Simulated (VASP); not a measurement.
Consider the following.

```
CELL_PARAMETERS angstrom
      3.98526     0.00000     0.00000
      0.00000     3.98526     0.00000
      0.00000     0.00000     3.98526
ATOMIC_POSITIONS crystal
  K  0.00000 0.00000 0.00000
  Mg 0.50000 0.50000 0.50000
  F  0.50000 0.00000 0.50000
  F  0.00000 0.50000 0.50000
  F  0.50000 0.50000 0.00000
```

These are PBEsol GGA, VASP's PBE PAW potentials (set 64) (plane waves; VASP) values and carry that method's errors. Settings: 520 eV cut-off, Gaussian smearing of 0.050 eV, potentials K_sv Mg F.

Give the energies of bands 8 to 19 at the high-symmetry points, in eV from the valence-band maximum.

| band | Γ | X | M | R |
|---|---|---|---|---|
| 8 | -2.45 | -2.32 | -3.15 | -3.95 |
| 9 | -2.45 | -2.32 | -2.19 | -1.69 |
| 10 | -2.45 | -2.20 | -1.91 | -1.69 |
| 11 | -0.63 | -1.48 | -1.14 | -1.69 |
| 12 | -0.63 | -0.89 | -1.06 | -1.13 |
| 13 | -0.63 | -0.88 | -1.06 | -1.13 |
| 14 | -0.33 | -0.88 | -0.91 | 0.00 |
| 15 | -0.33 | -0.54 | -0.91 | 0.00 |
| 16 | -0.33 | -0.54 | -0.02 | 0.00 |
| 17 | 7.13 | 9.96 | 10.81 | 10.31 |
| 18 | 9.94 | 10.29 | 11.58 | 10.31 |
| 19 | 9.94 | 11.01 | 12.45 | 10.31 |

The gap is indirect, 7.13 eV, from the valence maximum at R to the conduction minimum at Γ.

Measured: gap 12.40 eV (computed value off by -5.27 eV), as given by M. Sahnoun et al., Materials Chemistry and Physics (2004), doi:10.1016/j.matchemphys.2004.11.019.

The compound is KMgF3 in the cubic perovskite structure. It was relaxed first.
